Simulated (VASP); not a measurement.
All values below come from PBE GGA, VASP's PBE PAW potentials (set 64) (plane waves; VASP 6.6.1).

A VASP calculation is set up with these files.

File POSCAR:
```
AlN
3.0648530
  0.0000000000   0.7071066704   0.7071066704
  0.7071066704   0.0000000000   0.7071066704
  0.7071066704   0.7071066704   0.0000000000
Al N
1 1
Direct
  0.0000000000   0.0000000000   0.0000000000
  0.7500000000   0.7500000000   0.7500000000
```

KPOINTS:
```
Automatic
0
G
  11 11 11
0 0 0
```

**INCAR**
```
# general
SYSTEM = AlN
PREC   = Accurate
ENCUT  = 400
LREAL  = F
LASPH  = T
NBANDS = 10

# electronic loop
EDIFF  = 1E-6
NELM   = 100
ALGO   = Normal

# smearing
ISMEAR = 0
SIGMA  = 0.01

# functional
GGA    = PE

# ions
ISIF   = 2

# output
LWAVE  = F
LCHARG = F
```

**KPOINTS_OPT**
```
k-points along high-symmetry lines
10
Line-mode
Reciprocal
  0.000000   0.000000   0.000000 ! GAMMA
 -0.500000  -0.500000   0.000000 ! X

 -0.500000  -0.500000   0.000000 ! X
 -0.375000  -0.375000   0.250000 ! U

 -0.375000   0.000000   0.375000 ! K
  0.000000   0.000000   0.000000 ! GAMMA

  0.000000   0.000000   0.000000 ! GAMMA
  0.000000   0.000000   0.500000 ! L

  0.000000   0.000000   0.500000 ! L
 -0.500000  -0.250000   0.250000 ! W

 -0.500000  -0.250000   0.250000 ! W
 -0.500000  -0.500000   0.000000 ! X
```

POTCAR, in this order: Al N (PBE.64 set). Program: vasp_std.

The run wrote:

OSZICAR:
```
       N       E                     dE             d eps       ncg     rms          rms(c)
DAV:   1     0.270641407340E+01    0.27064E+01   -0.34496E+03  1256   0.525E+02
DAV:   2    -0.167345610907E+02   -0.19441E+02   -0.18866E+02  1304   0.114E+02
DAV:   3    -0.172161659673E+02   -0.48160E+00   -0.48118E+00  1288   0.170E+01
DAV:   4    -0.172186722513E+02   -0.25063E-02   -0.25062E-02  1260   0.137E+00
DAV:   5    -0.172187022413E+02   -0.29990E-04   -0.29990E-04  1274   0.144E-01    0.868E+00
DAV:   6    -0.148333786499E+02    0.23853E+01   -0.12142E+01  1186   0.183E+01    0.299E+00
DAV:   7    -0.148231542812E+02    0.10224E-01   -0.13366E-01  1224   0.305E+00    0.213E+00
DAV:   8    -0.148177832212E+02    0.53711E-02   -0.21530E-02  1162   0.154E+00    0.503E-01
DAV:   9    -0.148170914266E+02    0.69179E-03   -0.18409E-03  1272   0.256E-01    0.232E-01
DAV:  10    -0.148171620359E+02   -0.70609E-04   -0.29200E-04  1196   0.118E-01    0.129E-02
DAV:  11    -0.148171686725E+02   -0.66366E-05   -0.64369E-06  1282   0.190E-02    0.141E-02
DAV:  12    -0.148171687224E+02   -0.49924E-07   -0.65667E-07   660   0.655E-03
   1 F= -.14817169E+02 E0= -.14817169E+02  d E =-.525372E-47
       N       E                     dE             ncg
       N       E                     dE             ncg
```

File OUTCAR:
```
------------------------ aborting loop because EDIFF is reached ----------------------------------------
  FORCE on cell =-STRESS in cart. coord.  units (eV):
  Direction    XX          YY          ZZ          XY          YZ          ZX
  --------------------------------------------------------------------------------------
  Total        0.7721917      0.7721917      0.7721917     -0.0000000      0.0000000      0.0000000
  in kB       60.7745807     60.7745807     60.7745807     -0.0000000      0.0000000      0.0000000
  external PRESSURE =      60.7745807 kB  Pullay stress =       0.0000000 kB
  volume of cell :       20.36
      direct lattice vectors                 reciprocal lattice vectors
     0.000000000  2.167178000  2.167178000    -0.230714782  0.230714782  0.230714782
     2.167178000  0.000000000  2.167178000     0.230714782 -0.230714782  0.230714782
     2.167178000  2.167178000  0.000000000     0.230714782  0.230714782 -0.230714782
  FREE ENERGIE OF THE ION-ELECTRON SYSTEM (eV)
  ---------------------------------------------------
  free  energy   TOTEN  =       -14.8171687224 eV

  energy  without entropy=      -14.8171687224  energy(sigma->0) =      -14.81716872
```
(Selected blocks of OUTCAR.)

At this cut-off the stress carries a Pulay error, which pulls relaxed volumes low.

The structure comes from a computed database's AlN entry; how it stands against other phases isn't given here. The cell was not relaxed at this level. The run is one of a series of settings (NBANDS = 10 against the base run), some of them coarse on purpose.
